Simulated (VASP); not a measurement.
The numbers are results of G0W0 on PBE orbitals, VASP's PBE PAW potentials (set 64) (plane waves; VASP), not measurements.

VASP ran on this input.

File KPOINTS:
```
kpoints
0
Gamma
  4 4 4
0 0 0
```

### INCAR
```
SYSTEM = BP
PREC = Normal; ENCUT = 500; LREAL = F
LASPH = T; NBANDS = 160
ALGO = EVGW0
ISMEAR = 0; SIGMA = 0.01
GGA = PE
LWAVE = F; LCHARG = F
NELMGW = 1; NOMEGA = 64; ENCUTGW = 200
NBANDSGW = 12; LSPECTRALGW = T
```

**POSCAR**
```
BP
1
    0.0000000000     2.2998720000     2.2998720000
    2.2998720000     0.0000000000     2.2998720000
    2.2998720000     2.2998720000     0.0000000000
B P
1 1
Direct
  0.0000000000   0.0000000000   0.0000000000
  0.2500000000   0.2500000000   0.2500000000
```

POTCAR, in this order: B_GW P_GW (PBE.64 set). Program: vasp_std. Read from the step before: WAVECAR, WAVEDER.

The run wrote:

OSZICAR:
```
energies w=
    0.000    0.000    0.592    0.000    1.183    0.000    1.771    0.000
    2.355    0.000    2.935    0.000    3.508    0.000    4.075    0.000
    4.635    0.000    5.187    0.000    5.732    0.000    6.269    0.000
    6.798    0.000    7.321    0.000    7.837    0.000    8.347    0.000
    8.851    0.000    9.351    0.000    9.848    0.000   10.341    0.000
   10.833    0.000   11.324    0.000   11.815    0.000   12.308    0.000
   12.803    0.000   13.302    0.000   13.807    0.000   14.318    0.000
   14.838    0.000   15.367    0.000   15.909    0.000   16.464    0.000
   17.036    0.000   17.626    0.000   18.237    0.000   18.873    0.000
   19.536    0.000   20.230    0.000   20.961    0.000   21.732    0.000
   22.552    0.000   23.424    0.000   24.358    0.000   25.364    0.000
   26.452    0.000   27.636    0.000   28.933    0.000   30.362    0.000
   31.949    0.000   33.723    0.000   35.725    0.000   38.003    0.000
   40.624    0.000   43.673    0.000   47.269    0.000   51.574    0.000
   56.822    0.000   63.360    0.000   71.727    0.000   82.802    0.000
   98.138    0.000  120.739    0.000  157.288    0.000  226.279    0.000
NQ=   1    0.0000    0.0000    0.0000,
 performed        110000 updates of chi_q(r,r)
NQ=   2    0.2500    0.0000    0.0000,
 performed        328000 updates of chi_q(r,r)
NQ=   3    0.5000    0.0000    0.0000,
 performed        515000 updates of chi_q(r,r)
NQ=   4    0.2500    0.2500    0.0000,
 performed        733000 updates of chi_q(r,r)
NQ=   5    0.5000    0.2500    0.0000,
 performed       1035000 updates of chi_q(r,r)
NQ=   6   -0.2500    0.2500    0.0000,
 performed       1306000 updates of chi_q(r,r)
NQ=   7    0.5000    0.5000    0.0000,
 performed       1470000 updates of chi_q(r,r)
NQ=   8   -0.2500    0.5000    0.2500,
 performed       1680000 updates of chi_q(r,r)
 resolving degeneracies of screened two electron integrals
```

File OUTCAR:
```


 k-point   1 :       0.0000    0.0000    0.0000
  band No.  KS-energies  QP-energies   sigma(KS)   V_xc(KS)     V^pw_x(r,r')   Z            occupation Imag(sigma)

      1      -8.4059      -9.2598     -13.1451     -11.9624     -20.2695       0.7220       2.0000       1.3701
      2       6.7092       6.0799     -13.9959     -13.1933     -15.1054       0.7842       2.0000       0.0437
      3       6.7092       6.0799     -13.9959     -13.1933     -15.1054       0.7842       2.0000       0.0437
      4       6.7092       6.0799     -13.9959     -13.1933     -15.1054       0.7842       2.0000       0.0437
      5      10.0416      10.3206     -11.5967     -11.9543      -6.8559       0.7802       0.0000      -0.0715
      6      10.0416      10.3206     -11.5967     -11.9543      -6.8559       0.7802       0.0000      -0.0715
      7      10.0416      10.3206     -11.5967     -11.9543      -6.8559       0.7802       0.0000      -0.0715
      8      13.4761      13.7254     -12.3809     -12.7105      -6.1884       0.7562       0.0000      -0.1532
      9      17.9586      17.7605      -9.4902      -9.2373      -3.2214       0.7836       0.0000      -0.3266
     10      18.6002      18.9535     -11.1496     -11.6123      -4.8569       0.7635       0.0000      -0.2658
     11      18.6002      18.9535     -11.1496     -11.6123      -4.8569       0.7635       0.0000      -0.2658
     12      22.1591      22.1798      -9.7417      -9.7685      -2.7186       0.7731       0.0000      -0.6521

 k-point   2 :       0.2500    0.0000    0.0000
  band No.  KS-energies  QP-energies   sigma(KS)   V_xc(KS)     V^pw_x(r,r')   Z            occupation Imag(sigma)

      1      -7.3383      -8.1411     -13.2002     -12.0664     -19.9564       0.7081       2.0000       1.1792
      2       1.9779       1.2023     -13.3534     -12.3202     -16.0151       0.7506       2.0000       0.1182
      3       5.6256       4.9664     -13.7893     -12.9443     -15.1923       0.7801       2.0000       0.0509
      4       5.6256       4.9664     -13.7893     -12.9443     -15.1923       0.7801       2.0000       0.0509
      5      10.5038      10.6995     -11.7496     -12.0011      -6.7504       0.7781       0.0000      -0.0794
      6      11.3747      11.6797     -11.6082     -12.0025      -6.4813       0.7733       0.0000      -0.0885
      7      11.3747      11.6797     -11.6082     -12.0025      -6.4813       0.7733       0.0000      -0.0885
      8      15.9431      16.1808     -11.7817     -12.1018      -5.0890       0.7425       0.0000      -0.2534
      9      17.5029      17.7378     -10.7309     -11.0358      -4.5757       0.7703       0.0000      -0.2695
     10      17.5029      17.7378     -10.7309     -11.0358      -4.5757       0.7703       0.0000      -0.2695
     11      19.4363      19.3209      -9.8144      -9.6643      -3.2431       0.7688       0.0000      -0.4084
     12      22.6041      22.6023     -10.2977     -10.2955      -3.1156       0.7604       0.0000      -0.6291

 k-point   3 :       0.5000    0.0000    0.0000
  band No.  KS-energies  QP-energies   sigma(KS)   V_xc(KS)     V^pw_x(r,r')   Z            occupation Imag(sigma)

      1      -5.2316      -5.9902     -13.5711     -12.5096     -19.5539       0.7146       2.0000       0.8484
      2      -2.0495      -2.8642     -12.7839     -11.6538     -17.2476       0.7208       2.0000       0.3847
      3       4.9999       4.2975     -13.8232     -12.9160     -15.5232       0.7742       2.0000       0.0582
      4       4.9999       4.2975     -13.8232     -12.9160     -15.5232       0.7742       2.0000       0.0582
      5      10.2406      10.4066     -11.7652     -11.9786      -6.7410       0.7779       0.0000      -0.0776
      6      11.3746      11.6629     -11.1080     -11.4777      -5.9697       0.7798       0.0000      -0.0889
      7      11.3746      11.6629     -11.1080     -11.4777      -5.9697       0.7798       0.0000      -0.0889
      8      16.6922      16.7251     -10.0453     -10.0887      -3.4007       0.7576       0.0000      -0.2987
      9      20.9334      21.2345     -11.3960     -11.7948      -4.0785       0.7549       0.0000      -0.5707
     10      20.9334      21.2345     -11.3960     -11.7948      -4.0785       0.7549       0.0000      -0.5707
     11      21.1615      21.2540     -10.5228     -10.6436      -3.4539       0.7658       0.0000      -0.4955
     12      23.7448      23.9135     -12.0840     -12.3128      -4.0055       0.7373       0.0000      -0.8303

 k-point   4 :       0.2500    0.2500    0.0000
  band No.  KS-energies  QP-energies   sigma(KS)   V_xc(KS)     V^pw_x(r,r')   Z            occupation Imag(sigma)

      1      -6.9742      -7.7690     -13.2056     -12.0940     -19.8360       0.7149       2.0000       1.1239
      2       3.0203       2.2371     -13.9985     -12.9632     -16.3694       0.7565       2.0000       0.0943
      3       4.0729       3.3603     -13.4654     -12.5393     -15.3688       0.7695       2.0000       0.0678
      4       4.0729       3.3603     -13.4654     -12.5393     -15.3688       0.7695       2.0000       0.0678
      5       8.5276       8.6645     -11.0058     -11.1791      -6.5626       0.7901       0.0000      -0.0618
      6      11.6145      11.7596     -10.3968     -10.5816      -5.1591       0.7851       0.0000      -0.0940
      7      14.2048      14.5663     -12.1049     -12.5821      -6.1197       0.7575       0.0000      -0.1664
      8      14.2048      14.5663     -12.1049     -12.5821      -6.1197       0.7575       0.0000      -0.1664
      9      18.3050      18.5601     -12.1308     -12.4721      -5.1420       0.7475       0.0000      -0.3797
     10      20.1168      20.4755     -11.2215     -11.6910      -4.5268       0.7639       0.0000      -0.4147
     11      21.6806      21.7014     -10.3375     -10.3647      -3.3094       0.7625       0.0000      -0.5373
     12      24.8689      24.9140     -10.3759     -10.4345      -2.8022       0.7690       0.0000      -0.9400

 k-point   5 :       0.5000    0.2500    0.0000
  band No.  KS-energies  QP-energies   sigma(KS)   V_xc(KS)     V^pw_x(r,r')   Z            occupation Imag(sigma)

      1      -4.8326      -5.5913     -13.5077     -12.4432     -19.2958       0.7127       2.0000       0.7716
      2      -0.8090      -1.6305     -13.3392     -12.2045     -17.3477       0.7240       2.0000       0.2828
      3       2.0792       1.3056     -13.1338     -12.1128     -15.6552       0.7577       2.0000       0.1122
      4       3.6280       2.8857     -13.5041     -12.5338     -15.6239       0.7651       2.0000       0.0751
      5       9.2473       9.3717     -10.7110     -10.8684      -6.0336       0.7908       0.0000      -0.0681
      6      13.0286      13.2341     -11.0225     -11.2884      -5.4768       0.7731       0.0000      -0.1220
      7      14.6615      15.0119     -11.6228     -12.0839      -5.4934       0.7598       0.0000      -0.1856
      8      14.7344      15.0283     -11.9759     -12.3652      -5.7791       0.7548       0.0000      -0.1873
      9      19.5129      19.7823     -11.5390     -11.9022      -4.1857       0.7416       0.0000      -0.4775
     10      21.0958      21.3953     -11.4096     -11.8071      -4.1505       0.7535       0.0000      -0.5634
     11      23.4920      23.7035     -11.6693     -11.9537      -3.8142       0.7435       0.0000      -0.7608
     12      24.7628      24.7289     -10.2375     -10.1930      -2.9612       0.7615       0.0000      -0.7607

 k-point   6 :      -0.2500    0.2500    0.0000
  band No.  KS-energies  QP-energies   sigma(KS)   V_xc(KS)     V^pw_x(r,r')   Z            occupation Imag(sigma)

      1      -5.6879      -6.4662     -13.3702     -12.2859     -19.5057       0.7179       2.0000       0.9132
      2       0.3620      -0.4511     -13.5812     -12.4692     -17.0932       0.7313       2.0000       0.2006
      3       1.6553       0.8846     -12.8835     -11.8617     -15.5168       0.7543       2.0000       0.1224
      4       4.8333       4.1345     -13.7131     -12.8107     -15.3932       0.7745       2.0000       0.0586
      5      10.5050      10.7104     -11.0213     -11.2837      -6.0411       0.7827       0.0000      -0.0786
      6      12.9302      13.2910     -11.6133     -12.0881      -5.8382       0.7599       0.0000      -0.1324
      7      14.0142      14.2239     -11.8091     -12.0825      -6.0985       0.7670       0.0000      -0.1448
      8      15.1482      15.4236     -11.5116     -11.8786      -5.0887       0.7505       0.0000      -0.2104
      9      16.5669      16.7578     -10.6671     -10.9136      -4.8003       0.7743       0.0000      -0.2177
     10      19.0521      19.2710     -11.2469     -11.5398      -4.1211       0.7475       0.0000      -0.4368
     11      23.6593      23.8565     -11.5484     -11.8142      -3.6566       0.7419       0.0000      -0.7843
     12      24.5667      24.6101     -10.3560     -10.4131      -2.9660       0.7594       0.0000      -0.7556

 k-point   7 :       0.5000    0.5000    0.0000
  band No.  KS-energies  QP-energies   sigma(KS)   V_xc(KS)     V^pw_x(r,r')   Z            occupation Imag(sigma)

      1      -3.7607      -4.4862     -13.6386     -12.6204     -18.9169       0.7126       2.0000       0.6039
      2      -1.6739      -2.5190     -13.4582     -12.2665     -18.0132       0.7091       2.0000       0.3712
      3       2.7337       1.9598     -13.4076     -12.3865     -15.8796       0.7578       2.0000       0.0914
      4       2.7337       1.9598     -13.4076     -12.3865     -15.8796       0.7578       2.0000       0.0914
      5       8.1050       8.1506     -10.5968     -10.6542      -6.1351       0.7930       0.0000      -0.0621
      6       8.3905       8.4654     -10.4119     -10.5057      -5.9352       0.7990       0.0000      -0.0621
      7      18.4184      18.8235     -12.2092     -12.7661      -4.6080       0.7275       0.0000      -0.4466
      8      18.4184      18.8235     -12.2092     -12.7661      -4.6080       0.7275       0.0000      -0.4466
      9      21.4700      21.8092     -11.7657     -12.2149      -3.9524       0.7552       0.0000      -0.6441
...
```
(Selected blocks of OUTCAR.)

The mesh is coarse and the basis finite, so the quasiparticle values are not converged.

The compound is BP in the zinc blende structure. This cell is one point of a volume scan, at 1.04 of the reference volume. The k-mesh is coarse (spacing up to 0.59 per Å, 2π included), so the numbers may not be converged in it.
